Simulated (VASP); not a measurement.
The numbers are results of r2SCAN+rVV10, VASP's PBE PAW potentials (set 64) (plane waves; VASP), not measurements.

VASP ran on this input.

**KPOINTS**
```
Automatic mesh
0
Gamma
9 9 9
0 0 0
```

File POSCAR:
```
Si
1
    0.0000000000     2.7155000000     2.7155000000
    2.7155000000     0.0000000000     2.7155000000
    2.7155000000     2.7155000000     0.0000000000
Si
2
Direct
  0.0000000000   0.0000000000   0.0000000000
  0.2500000000   0.2500000000   0.2500000000
```

KPOINTS_OPT:
```
k-points along high-symmetry lines
10
Line-mode
Reciprocal
  0.000000   0.000000   0.000000 ! GAMMA
  0.500000   0.000000   0.500000 ! X

  0.500000   0.000000   0.500000 ! X
  0.625000   0.250000   0.625000 ! U

  0.375000   0.375000   0.750000 ! K
  0.000000   0.000000   0.000000 ! GAMMA

  0.000000   0.000000   0.000000 ! GAMMA
  0.500000   0.500000   0.500000 ! L

  0.500000   0.500000   0.500000 ! L
  0.500000   0.250000   0.750000 ! W

  0.500000   0.250000   0.750000 ! W
  0.500000   0.000000   0.500000 ! X
```

**INCAR**
```
EDIFF = 1E-7   # SCF stop (eV)
LREAL = .False.   # projection in real space or not
LASPH = .True.   # aspherical one-centre terms
BPARAM = 11.95
NELM = 100
ISMEAR = -5   # tetrahedra, Bloechl
ALGO = Normal   # blocked Davidson
LORBIT = 11   # lm-projected
LMIXTAU = .True.
SYSTEM = Si
LCHARG = .False.
CPARAM = 0.0093
NEDOS = 601
ENCUT = 520   # plane-wave cut-off (eV)
LWAVE = .False.
ISIF = 2
METAGGA = R2SCAN
LUSE_VDW = .True.
PREC = Accurate
```

POTCAR, in this order: Si (PBE.64 set). Program: vasp_std.

Output of the run:

**OUTCAR**
```
 ion  position               nearest neighbor table
   1  0.000  0.000  0.000-   2 2.35   2 2.35   2 2.35   2 2.35
   2  0.250  0.250  0.250-   1 2.35   1 2.35   1 2.35   1 2.35
  LATTYP: Found a face centered cubic cell.
 ALAT       =     5.4310000000
 Subroutine PRICEL returns:
 Original cell was already a primitive cell.
 Subroutine GETGRP returns: Found 48 space group operations
The static configuration has the point symmetry T_d .
 The point group associated with its full space group is O_h .
The dynamic configuration has the point symmetry T_d .
 Subroutine INISYM returns: Found 48 space group operations
 Subroutine IBZKPT returns following result:
 Found     35 irreducible k-points:

 Following reciprocal coordinates:
            Coordinates               Weight
  0.000000  0.000000  0.000000      1.000000
  0.111111  0.000000  0.000000      8.000000
  0.222222  0.000000  0.000000      8.000000
  0.333333  0.000000  0.000000      8.000000
  0.444444  0.000000  0.000000      8.000000
  0.111111  0.111111  0.000000      6.000000
  0.222222  0.111111  0.000000     24.000000
  0.333333  0.111111  0.000000     24.000000
...
```

OSZICAR:
```
       N       E                     dE             d eps       ncg     rms          rms(c)
DAV:   1    -0.368218969841E+00   -0.36822E+00   -0.33460E+03   568   0.792E+02
DAV:   2    -0.183367805484E+02   -0.17969E+02   -0.17844E+02   856   0.845E+01
DAV:   3    -0.185756087442E+02   -0.23883E+00   -0.23883E+00   720   0.122E+01
DAV:   4    -0.185765869711E+02   -0.97823E-03   -0.97823E-03   880   0.900E-01
DAV:   5    -0.185765877373E+02   -0.76625E-06   -0.76625E-06   752   0.225E-02    0.606E+00
DAV:   6    -0.174010009343E+02    0.11756E+01   -0.14640E-01   640   0.305E+00    0.425E+00
DAV:   7    -0.183503515912E+02   -0.94935E+00   -0.65918E-01   608   0.415E+00    0.841E-01
DAV:   8    -0.173935221588E+02    0.95683E+00   -0.14389E-01   584   0.271E+00    0.407E-01
DAV:   9    -0.173868830719E+02    0.66391E-02   -0.65065E-02   592   0.215E+00    0.253E-01
DAV:  10    -0.174030502454E+02   -0.16167E-01   -0.18045E-02   576   0.122E+00    0.931E-02
DAV:  11    -0.174032096686E+02   -0.15942E-03   -0.21616E-04   840   0.145E-01    0.623E-02
DAV:  12    -0.174032243461E+02   -0.14678E-04   -0.18205E-04   584   0.168E-01    0.514E-02
DAV:  13    -0.174032181971E+02    0.61490E-05   -0.11323E-04   624   0.148E-01    0.199E-02
DAV:  14    -0.174032377717E+02   -0.19575E-04   -0.12799E-05   640   0.483E-02    0.125E-02
DAV:  15    -0.174032385253E+02   -0.75362E-06   -0.97013E-07   744   0.139E-02    0.997E-03
DAV:  16    -0.174032381373E+02    0.38802E-06   -0.30457E-07   752   0.590E-03    0.951E-04
DAV:  17    -0.174032382834E+02   -0.14609E-06   -0.44008E-08   392   0.269E-03    0.323E-03
DAV:  18    -0.174032382328E+02    0.50614E-07   -0.96468E-09   416   0.146E-03
   1 F= -.17403238E+02 E0= -.17403238E+02  d E =0.000000E+00
       N       E                     dE             ncg
       N       E                     dE             ncg
```

**OUTCAR**
```
------------------------ aborting loop because EDIFF is reached ----------------------------------------
  FORCE on cell =-STRESS in cart. coord.  units (eV):
  Direction    XX          YY          ZZ          XY          YZ          ZX
  --------------------------------------------------------------------------------------
  Total        0.0072650      0.0072650      0.0072650     -0.0000000      0.0000000      0.0000000
  in kB        0.2906486      0.2906486      0.2906486     -0.0000000      0.0000000      0.0000000
  external PRESSURE =       0.2906486 kB  Pullay stress =       0.0000000 kB
  volume of cell :       40.05
      direct lattice vectors                 reciprocal lattice vectors
     0.000000000  2.715500000  2.715500000    -0.184128153  0.184128153  0.184128153
     2.715500000  0.000000000  2.715500000     0.184128153 -0.184128153  0.184128153
     2.715500000  2.715500000  0.000000000     0.184128153  0.184128153 -0.184128153
 POSITION                                       TOTAL-FORCE (eV/Angst)
 -----------------------------------------------------------------------------------
      0.00000      0.00000      0.00000        -0.000000     -0.000000     -0.000000
      1.35775      1.35775      1.35775         0.000000      0.000000      0.000000
 -----------------------------------------------------------------------------------
    total drift:                               -0.000000     -0.000000     -0.000000
  FREE ENERGIE OF THE ION-ELECTRON SYSTEM (eV)
  ---------------------------------------------------
  free  energy   TOTEN  =       -17.4032382328 eV

  energy  without entropy=      -17.4032382328  energy(sigma->0) =      -17.40323823

 total charge

# of ion       s       p       d       tot
------------------------------------------
    1        0.745   0.964   0.000   1.708
    2        0.745   0.964   0.000   1.708
--------------------------------------------------
tot          1.489   1.927   0.000   3.417
```
(Selected blocks of OUTCAR.)

The compound is Si in the diamond structure. The cell was not relaxed at this level.
